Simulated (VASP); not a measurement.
Calculation: PBE GGA, VASP's PBE PAW potentials (set 64) (plane waves; VASP).

The input files of a VASP run:

KPOINTS:
```
Automatic mesh
0
Gamma
8 8 8
0 0 0
```

**INCAR**
```
SYSTEM = SrVO3
PREC = Accurate; ENCUT = 520; LREAL = .FALSE.
LASPH = .TRUE.
EDIFF = 1E-7; NELM = 100; ALGO = Normal
LMAXMIX = 4
ISMEAR = 1; SIGMA = 0.1
GGA = PE
ISIF = 2
LWAVE = .FALSE.; LCHARG = .FALSE.
```

File POSCAR:
```
SrVO3
1
    3.7848785620     0.0000000000     0.0000000000
    0.0000000000     3.7848785620     0.0000000000
    0.0000000000     0.0000000000     3.7848785620
Sr V O
1 1 3
Direct
  0.0000000000   0.0000000000   0.0000000000
  0.5000000000   0.5000000000   0.5000000000
  0.5000000000   0.0000000000   0.5000000000
  0.0000000000   0.5000000000   0.5000000000
  0.5000000000   0.5000000000   0.0000000000
```

POTCAR, in this order: Sr_sv V_sv O (PBE.64 set). Program: vasp_std.

Task: Estimate the energy per atom (σ→0), pressure, band gap (on the k-mesh).

Result: 
```
Property                                                    Result
------------------------  ----------------------------------------
energy per atom (σ→0)                               -7828 meV/atom
band gap (on the k-mesh)  none (metal, semimetal or under 0.01 eV)
pressure                                                 12.85 GPa
```

**OSZICAR**
```
...
DAV:  11    -0.391394692359E+02    0.25498E-02   -0.18467E-02  1840   0.122E+00    0.153E-01
DAV:  12    -0.391395260002E+02   -0.56764E-04   -0.10882E-03  2064   0.298E-01    0.893E-02
DAV:  13    -0.391395076706E+02    0.18330E-04   -0.18297E-04  1976   0.113E-01    0.801E-03
DAV:  14    -0.391395097314E+02   -0.20608E-05   -0.17866E-05  2320   0.262E-02    0.100E-02
DAV:  15    -0.391395094439E+02    0.28745E-06   -0.17995E-06  1960   0.110E-02    0.861E-03
DAV:  16    -0.391395092181E+02    0.22578E-06   -0.13534E-06  1944   0.902E-03    0.198E-03
DAV:  17    -0.391395091758E+02    0.42332E-07   -0.92895E-08   888   0.278E-03
   1 F= -.39139509E+02 E0= -.39138759E+02  d E =-.225168E-02
```

The compound is SrVO3 in the cubic perovskite structure. This cell is one point of a volume scan, at 0.94 of the reference volume. The run is not spin-polarised, so no magnetic state was tried. The electron count is odd and the run is not spin-polarised, which forces a metal.
